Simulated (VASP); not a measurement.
Si:

```
Si
1.0
     0.00000    2.71356    2.71356
     2.71356    0.00000    2.71356
     2.71356    2.71356    0.00000
Si
2
Direct
  0.75000 0.75000 0.75000
  0.50000 0.50000 0.50000
```

Base run:

| Property | Result |
| --- | --- |
| Program | VASP 6.6.1 |
| Functional | PBE |
| Potentials or basis | VASP PAW PBE potentials, release 64 (Si) |
| Cutoff | 300 eV |
| k mesh | 8 × 8 × 8 |
| Occupations | gaussian, width 0.02 eV |
| Spin | no spin polarisation |

Its results: band gap on the k mesh 0.61 eV, indirect (least direct gap 2.57 eV); pressure 2.0 GPa.

Problem. The run is repeated on the same cell with these changes: cutoff from 300 eV to 520 eV; k mesh from 8 × 8 × 8 to 4 × 4 × 4. What comes out?

Solution. Band gap on the k mesh 0.69 eV, indirect (least direct gap 2.55 eV); pressure 2.8 GPa.

Caveats: some runs use coarse meshes; the cutoff is under 1.25 times the usual one of these potentials, so pressure, stress and relaxed cells hold a basis-set (Pulay) error (some runs).

A k mesh can miss the band edges.

Not every run made on this cell is shown here.
